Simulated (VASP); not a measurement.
Sn2GeO2:

```
Sn Ge O
1.0
     5.20113    0.00000    0.00000
    -2.60057    4.50431    0.00000
     0.00000    0.00000    4.38734
Sn Ge O
2 1 2
Direct
  0.33333 0.66667 0.23440
  0.66667 0.33333 0.23440
  0.00000 0.00000 0.51326
  0.33333 0.66667 0.70411
  0.66667 0.33333 0.70411
```

The cell was built by a generator and needn't be a form met in nature.

```yaml
Program: VASP 6.6.1
Task: relaxation of cell and atoms
Functional: PBE
Potentials_or_basis: VASP PAW PBE potentials, release 64 (Sn_d, Ge_d, O)
Cutoff: 520 eV
k_mesh: 3 × 3 × 3
Occupations: gaussian, width 0.15 eV
Spin: no spin polarisation
```

At the start: pressure -4.9 GPa; volume 20.56 Å³/atom.

Q: Where does the relaxation end?

A: Over 18 steps the energy falls by 90.6 meV/atom and the volume is 19.11 Å³/atom (-7.0 %); space group P6mm (No. 183, to 0.05 Å).

The path:
| step | energy change (eV) | largest force (eV/Å) | pressure (GPa) | volume (Å³) |
| --- | --- | --- | --- | --- |
| 1 | 0.0000 | 0.9672 | -4.92 | 102.78 |
| 2 | -0.3751 | 1.0889 | 1.98 | 93.59 |
| 3 | -0.3749 | 1.0623 | 3.02 | 93.39 |
| 4 | -0.2444 | 2.0190 | 4.44 | 93.23 |
| 5 | -0.4296 | 0.1748 | 2.36 | 93.33 |
| 6 | -0.4357 | 0.1371 | -1.70 | 96.64 |
| 7 | -0.4502 | 0.1242 | 0.05 | 95.11 |
| 8 | -0.4503 | 0.1179 | -0.03 | 95.07 |
| 9 | -0.4452 | 0.1512 | 1.12 | 94.20 |
| 10 | -0.4502 | 0.1288 | 0.00 | 94.98 |
| 11 | -0.4501 | 0.1216 | 0.57 | 94.91 |
| 12 | -0.4502 | 0.1219 | 0.60 | 94.94 |
| 13 | -0.4516 | 0.1096 | 0.11 | 95.36 |
| 14 | -0.4516 | 0.1160 | 0.11 | 95.35 |
| 15 | -0.4523 | 0.0724 | -0.47 | 95.51 |
| 16 | -0.4522 | 0.1232 | -0.19 | 95.49 |
| 17 | -0.4523 | 0.0960 | 0.04 | 95.51 |
| 18 | -0.4529 | 0.0723 | 0.06 | 95.56 |

Final structure:
```cif
data_structure
_symmetry_space_group_name_H-M 'P 1'
_symmetry_Int_Tables_number 1
_cell_length_a 5.1649
_cell_length_b 5.1649
_cell_length_c 4.1365
_cell_angle_alpha 90.000
_cell_angle_beta 90.000
_cell_angle_gamma 120.000
_cell_volume 95.56
loop_
_atom_site_label
_atom_site_type_symbol
_atom_site_fract_x
_atom_site_fract_y
_atom_site_fract_z
_atom_site_occupancy
Sn1 Sn 0.33333 0.66667 0.21709 1
Sn2 Sn 0.66667 0.33333 0.21709 1
Ge1 Ge 0.00000 0.00000 0.51215 1
O1 O 0.33333 0.66667 0.72199 1
O2 O 0.66667 0.33333 0.72199 1
```

Caveat: the k mesh is coarse (spacing up to 0.48 Å⁻¹), so the values aren't converged.
